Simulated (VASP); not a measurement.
Computed with r2SCAN meta-GGA, VASP's PBE PAW potentials (set 64) (plane waves; VASP).

The input files of a VASP run:

**INCAR**
```
LREAL  =  .False.   ! projection in real space or not
ALGO  =  Normal   ! blocked Davidson
LWAVE  =  .False.
ISMEAR  =  1
ISIF  =  2
LASPH  =  .True.   ! aspherical one-centre terms
SYSTEM  =  Sc
LMIXTAU  =  .True.
EDIFF  =  1E-7
ENCUT  =  480   ! plane-wave cut-off (eV)
METAGGA  =  R2SCAN
LMAXMIX  =  4   ! l cut-off of mixed one-centre charges
PREC  =  Accurate
LCHARG  =  .False.
SIGMA  =  0.1   ! width (eV)
NELM  =  100
```

KPOINTS:
```
Automatic mesh
0
Gamma
12 12 8
0 0 0
```

File POSCAR:
```
Sc
1
    1.6659464631    -2.8855038285    -0.0124945985
    1.6659464631     2.8855038285    -0.0124945985
   -0.0389060043     0.0000000000     5.1874672410
Sc
2
Direct
  0.3333330000   0.6666670000   0.2500000000
  0.6666670000   0.3333330000   0.7500000000
```

POTCAR, in this order: Sc_sv (PBE.64 set). Program: vasp_std.

**Question.** Predict the energy per atom (σ→0), band gap (on the k-mesh).

**Answer.** 
The energy per atom (σ→0) is -11.355 eV/atom and the band gap (on the k-mesh) comes out as none (metal, semimetal or under 0.01 eV).

OSZICAR:
```
...
DAV:  23    -0.227107542360E+02    0.25037E-05   -0.16555E-05 12162   0.563E-02    0.107E-02
DAV:  24    -0.227107535691E+02    0.66687E-06   -0.18085E-06 13085   0.209E-02    0.699E-03
DAV:  25    -0.227107544391E+02   -0.87000E-06   -0.11970E-06 12316   0.150E-02    0.348E-03
DAV:  26    -0.227107559357E+02   -0.14966E-05   -0.17782E-06 12148   0.166E-02    0.460E-04
DAV:  27    -0.227107564258E+02   -0.49009E-06   -0.47080E-08  5857   0.420E-03    0.673E-04
DAV:  28    -0.227107565931E+02   -0.16727E-06   -0.18326E-08  5794   0.363E-03    0.645E-04
DAV:  29    -0.227107566910E+02   -0.97902E-07   -0.19196E-08  5759   0.217E-03
   1 F= -.22710757E+02 E0= -.22710804E+02  d E =0.142352E-03
```

The compound is Sc in the hcp structure. This cell was strained or had an atom moved on purpose.
